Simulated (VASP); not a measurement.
A VASP calculation is set up with these files.

KPOINTS:
```
Automatic mesh
0
Gamma
6 6 6
0 0 0
```

**POSCAR**
```
Mg2Ge
1.0
  0.0000000000   3.1186636464   3.1186636464
  3.1186636464   0.0000000000   3.1186636464
  3.1186636464   3.1186636464   0.0000000000
Mg Ge
2 1
Cartesian
  1.5593318232   1.5593318232   1.5593318232
  4.6779954696   4.6779954696   4.6779954696
  0.0000000000   0.0000000000   0.0000000000
```

INCAR:
```
SIGMA = 0.05   # width (eV)
LWAVE = .FALSE.
GGA = PE   # PBE
ISMEAR = 0
NELM = 100   # most electronic steps
LASPH = .TRUE.
NSW = 40
LCHARG = .FALSE.
LMAXMIX = 4
PSTRESS = 100
ENCUT = 500   # plane-wave cut-off (eV)
EDIFF = 1E-6   # SCF stop (eV)
PREC = Accurate
SYSTEM = Mg2Ge
IBRION = 2   # conjugate gradients
EDIFFG = -0.02   # ionic stop
LREAL = .FALSE.   # projection in real space or not
ALGO = Normal   # blocked Davidson
ISIF = 3
```

POTCAR, in this order: Mg Ge_d (PBE.64 set). Program: vasp_std.

Task: Translate this PBE calculation to Quantum ESPRESSO's pw.x.

Result: One equivalent input (not run):
```
&CONTROL
  calculation = 'vc-relax'
  pseudo_dir = './pseudo'
  outdir = './out'
  tprnfor = .true.
  tstress = .true.
  nstep = 40
  forc_conv_thr = 0.00078
/
&SYSTEM
  ibrav = 0
  nat = 3
  ntyp = 2
  ecutwfc = 84
  occupations = 'smearing'
  smearing = 'gaussian'
  degauss = 0.003675
  input_dft = 'pbe'
/
&ELECTRONS
  conv_thr = 7.3e-08
  electron_maxstep = 100
/
&IONS
/
&CELL
  press = 100
/
ATOMIC_SPECIES
  Mg 24.305 Mg.upf
  Ge 72.630 Ge.upf
CELL_PARAMETERS angstrom
     0.0000000    3.1186636    3.1186636
     3.1186636    0.0000000    3.1186636
     3.1186636    3.1186636    0.0000000
ATOMIC_POSITIONS crystal
  Mg   0.2500000  0.2500000  0.2500000
  Mg   0.7500000  0.7500000  0.7500000
  Ge   0.0000000  0.0000000  0.0000000
K_POINTS automatic
  6 6 6 0 0 0
```
Limits of the translation: the potentials are each code's own (VASP's PAW set, PseudoDojo norm-conserving files in pw.x), so ENCUT and ecutwfc are chosen apart and not converted; conv_thr bounds pw.x's estimated SCF error, while EDIFF bounds the energy change between steps; forc_conv_thr acts on force components and is met together with etot_conv_thr.

The compound is Mg2Ge in the antifluorite structure. This run relaxes it under an external pressure of 10 GPa. Symmetry was kept, so distortions that lower it aren't found.
